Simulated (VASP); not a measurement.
Input:

```yaml
crystal:
  lattice:
    - [3.70832, 0.00000, 0.00000]
    - [-1.85416, 3.21150, 0.00000]
    - [0.00000, 0.00000, 6.60271]
  atoms:
    - { symbol: Pt, position: [0.33333, 0.66667, 0.00921] }
    - { symbol: Pt, position: [0.66667, 0.33333, 0.50921] }
    - { symbol: S, position: [0.33333, 0.66667, 0.36579] }
    - { symbol: S, position: [0.66667, 0.33333, 0.86579] }
```

Level of theory: PBE GGA, VASP's PBE PAW potentials (set 64) (plane waves; VASP). Numerical set-up: 400 eV cut-off, Gaussian smearing of 0.050 eV, potentials Pt S.

Unless said otherwise, spin-orbit coupling is left out, though it shifts the bands of the heavy elements here.

Q: What does the run give for the band gap (along the path) with the smallest direct gap where there is one?

A: 
band gap (along the path): none (metal, semimetal or under 0.01 eV)

Total energies compare only between runs with the same potentials, cut-off and functional.

The structure was generated: PtS was put into the wurtzite type (P6_3mc), which need not be its known phase. It was relaxed first, which changed the volume by -9 %.
